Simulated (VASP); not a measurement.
# CdS: single point with PBE

Crystal: CdS.

```
Cd S
1.0
     4.13480    0.00000    0.00000
    -2.06740    3.58084    0.00000
     0.00000    0.00000    6.74900
Cd S
2 2
Direct
  0.33333 0.66667 0.00000
  0.66667 0.33333 0.50000
  0.33333 0.66667 0.38500
  0.66667 0.33333 0.88500
```

```
Program                : VASP 6.6.1
Task                   : single point
Functional             : PBE
Potentials or basis    : VASP PAW PBE potentials, release 64 (Cd, S)
Cutoff                 : 520 eV
k mesh                 : 9 × 9 × 6
Occupations            : gaussian, width 0.05 eV
Spin                   : no spin polarisation
Dipole correction      : no
Further INCAR settings : ALGO = Fast; EDIFF = 1e-07; NBANDS = 26
```

```yaml
Pressure: 2.9 GPa
Largest_force: 0.269 eV/Å
Band_gap_on_the_k_mesh: 1.23 eV, direct
```

Forces in eV/Å, atoms in the order of the input:
```
Cd   0.000  0.000  0.269
Cd   0.000  0.000  0.269
S    0.000  0.000 -0.269
S    0.000  0.000 -0.269
```

Stress tensor (GPa, compression positive):
```
3.66 0.00 0.00
0.00 3.66 0.00
0.00 0.00 1.35
```

Levels at points of the mesh, in eV from the valence-band top:
```
           k point  band 14  band 15  band 16  band 17  band 18  band 19  band 20  band 21  band 22  band 23
(0.00, 0.00, 0.00)    -0.70    -0.70    -0.04     0.00     0.00     1.23     2.73     6.49     6.49     6.76
(0.00, 0.00, 0.50)    -2.39    -0.36    -0.36    -0.36    -0.36     2.83     2.83     6.14     6.14     6.82
```

Run time: 47 s on 1 thread of Intel(R) Xeon(R) 6975P-C (Granite Rapids), on a shared host, peak memory 0.27 GiB.

The gap isn't set beside the measured one, since this odd mesh misses points on the zone boundary.

Caveat: an odd mesh through Γ misses points on the zone boundary, where band edges often lie.
